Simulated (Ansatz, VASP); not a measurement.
One calculation of AgOsW3, two programs

```
CELL_PARAMETERS angstrom
4.74445 0.00000 0.00000
0.00000 4.74445 0.00000
0.00000 0.00000 4.74445
ATOMIC_POSITIONS crystal
Ag 0.00000 0.00000 0.00000
Os 0.50000 0.50000 0.50000
W 0.00000 0.50000 0.50000
W 0.50000 0.00000 0.50000
W 0.50000 0.50000 0.00000
```

Change from the starting cell: species swapped into the EuBPd3 type (Pm-3m, No. 221).

Alike in both runs: functional PBE; k mesh 4 × 4 × 4; occupations gaussian, width 0.1 eV; no spin polarisation.

Ansatz relaxed the structure, and its values are those at the end. VASP's run is a single point on that final structure, the one shown.

|  | VASP | Ansatz |
| --- | --- | --- |
| version | VASP 6.6.1 | Ansatz 0.2.0 |
| potentials or method | VASP PAW PBE potentials, release 64 (Ag, Os, W_sv) | scalar-relativistic, plane waves, PAW |
| plane-wave cutoff (eV) | 520 | 420 |
| valence electrons in the cell | 61 | 77 |

VASP gave:

```
gap on the k mesh at the Fermi level (eV) : none
pressure (GPa)                            : 1.3
```

Problem. Estimate Ansatz's values.

Solution. gap on the k mesh at the Fermi level (eV): none; pressure (GPa): 0.0.

A gap of «none» marks a metal or a gap that the smearing closes. The two sets of potentials don't hold the same shells in valence.

The runs have no spin-orbit coupling, so splittings on Os, W are missing.
